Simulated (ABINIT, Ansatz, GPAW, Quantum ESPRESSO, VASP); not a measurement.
# PPt: 5 runs at one level of theory

```
Pt P
1.0
     3.74303    0.00000    0.00000
    -1.87151    3.24156    0.00000
     0.00000    0.00000    6.35374
Pt P
2 2
Cartesian
  0.0000 2.1610 2.3630
  1.8715 1.0805 5.5398
  0.0000 2.1610 0.0197
  1.8715 1.0805 3.1966
```

The cell comes from a database or a generator and needn't be the stable form of this composition.

Alike in all runs: task single point; functional PBE; k mesh 8 × 8 × 4; occupations fermi-dirac, width 0.05 eV; no spin polarisation; no spin-orbit coupling. Pressure is positive in compression and, in plane waves, holds the error of the finite cutoff, which Ansatz's Pulay term estimates and takes out.

```
                    program and potentials  plane-wave cutoff (eV)                                                                        notes  pressure (GPa)  largest force (eV/Å)
                        Ansatz, Ansatz PAW                     420  11.5 valence electrons an atom on average; Pulay term of +0.05 GPa included            0.11                 0.135
         VASP, PBE PAW files P, Pt, 520 eV                     520                                     7.5 valence electrons an atom on average           -0.08                 0.136
 Quantum ESPRESSO, SSSP 1.3 efficiency PBE                     748                                    10.5 valence electrons an atom on average            0.05                 0.136
GPAW, GPAW PAW data sets (gpaw-data 1.2.1)                     600                                    10.5 valence electrons an atom on average            0.86                 0.147
                  ABINIT, JTH PAW PBE v2.0                     544                                     7.5 valence electrons an atom on average            0.78                 0.155
```

Force on atom 4 (P), eV/Å:

```csv
program and potentials,x,y,z
"Ansatz, Ansatz PAW",0.000,0.000,0.135
"VASP, PBE PAW files P, Pt, 520 eV",0.000,0.000,0.136
"Quantum ESPRESSO, SSSP 1.3 efficiency PBE",0.000,0.000,0.136
"GPAW, GPAW PAW data sets (gpaw-data 1.2.1)",0.000,0.000,0.147
"ABINIT, JTH PAW PBE v2.0",0.000,0.000,0.155
```

The pressure spans -0.08 (VASP, PBE PAW files P, Pt, 520 eV) to 0.86 GPa (GPAW, GPAW PAW data sets (gpaw-data 1.2.1)).

Differences between rows come from potentials, basis sets and numerical settings, since the functional is the same but for its coding. Runs on potential files found faulty are left out.
